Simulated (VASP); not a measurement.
OSZICAR of a VASP run on CaPbF6 (space group Fm-3m):

OSZICAR:
```
       N       E                     dE             d eps       ncg     rms          rms(c)
DAV:   1     0.642010532735E+03    0.64201E+03   -0.25258E+04  3744   0.570E+02
DAV:   2    -0.574789230648E+02   -0.69949E+03   -0.63875E+03  3984   0.208E+02
DAV:   3    -0.126297093199E+03   -0.68818E+02   -0.66732E+02  4509   0.674E+01
DAV:   4    -0.129297746810E+03   -0.30007E+01   -0.29361E+01  5664   0.112E+01
DAV:   5    -0.129346164220E+03   -0.48417E-01   -0.48395E-01  4536   0.141E+00    0.117E+01
DAV:   6    -0.111621426017E+03    0.17725E+02   -0.23635E+00  5441   0.151E+01    0.442E+00
DAV:   7    -0.102804064983E+03    0.88174E+01   -0.19136E+00  5056   0.454E+00    0.274E+00
DAV:   8    -0.115911391713E+03   -0.13107E+02   -0.14426E+00  4062   0.433E+00    0.224E+00
DAV:   9    -0.108010098068E+03    0.79013E+01   -0.46290E-01  3884   0.222E+00    0.109E+00
DAV:  10    -0.108024307883E+03   -0.14210E-01   -0.26134E-01  3962   0.192E+00    0.692E-01
DAV:  11    -0.104881545971E+03    0.31428E+01   -0.59981E-01  3769   0.252E+00    0.778E-01
DAV:  12    -0.104989456270E+03   -0.10791E+00   -0.19526E-02  4152   0.429E-01    0.756E-01
DAV:  13    -0.104924655663E+03    0.64801E-01   -0.37125E-02  3963   0.646E-01    0.405E-01
DAV:  14    -0.104841498052E+03    0.83158E-01   -0.55386E-02  4083   0.809E-01    0.266E-01
DAV:  15    -0.104922845794E+03   -0.81348E-01   -0.48450E-02  3754   0.704E-01    0.378E-01
DAV:  16    -0.104882960934E+03    0.39885E-01   -0.21557E-02  3869   0.483E-01    0.248E-01
DAV:  17    -0.104922721859E+03   -0.39761E-01   -0.46851E-02  3764   0.653E-01    0.406E-02
DAV:  18    -0.104945780067E+03   -0.23058E-01   -0.39471E-03  3769   0.177E-01    0.283E-02
DAV:  19    -0.104946254872E+03   -0.47481E-03   -0.17761E-04  4038   0.500E-02    0.421E-02
DAV:  20    -0.104949702194E+03   -0.34473E-02   -0.92513E-04  3824   0.934E-02    0.262E-02
DAV:  21    -0.104950184887E+03   -0.48269E-03   -0.12387E-04  3814   0.365E-02    0.254E-02
DAV:  22    -0.104950192478E+03   -0.75907E-05   -0.61404E-06  4203   0.758E-03    0.224E-02
DAV:  23    -0.104950211232E+03   -0.18755E-04   -0.20775E-05  4113   0.148E-02    0.962E-03
DAV:  24    -0.104950232983E+03   -0.21751E-04   -0.57320E-06  4020   0.795E-03    0.304E-03
DAV:  25    -0.104950232468E+03    0.51535E-06   -0.96078E-07  4064   0.320E-03    0.174E-03
DAV:  26    -0.104950232508E+03   -0.40304E-07   -0.12422E-06  3874   0.326E-03    0.144E-03
DAV:  27    -0.104950231945E+03    0.56314E-06   -0.11996E-06  3874   0.350E-03    0.820E-04
DAV:  28    -0.104950233729E+03   -0.17836E-05   -0.65568E-07  3874   0.248E-03    0.537E-04
DAV:  29    -0.104950233853E+03   -0.12421E-06   -0.19017E-08  3416   0.500E-04    0.448E-04
DAV:  30    -0.104950233857E+03   -0.46648E-08   -0.77664E-08  3538   0.774E-04
   1 F= -.10495023E+03 E0= -.10495023E+03  d E =-.409542E-34
 imaginary and real dielectric function
```

Question: Which electronic solver shows in the log?

Answer: It is blocked Davidson (ALGO = Normal, or the opening steps of other solvers). The INCAR had ALGO = Normal.

Question: Can the final energy be trusted as converged?

Answer: The calculation finished and met its thresholds. It stopped with EDIFF = 1E-7, NELM = 100 (r2SCAN meta-GGA, plane waves, VASP's PBE PAW potentials (set 64)).

The structure comes from a computed database's CaPbF6 entry (Fm-3m); how it stands against other phases isn't given here. It was relaxed first.
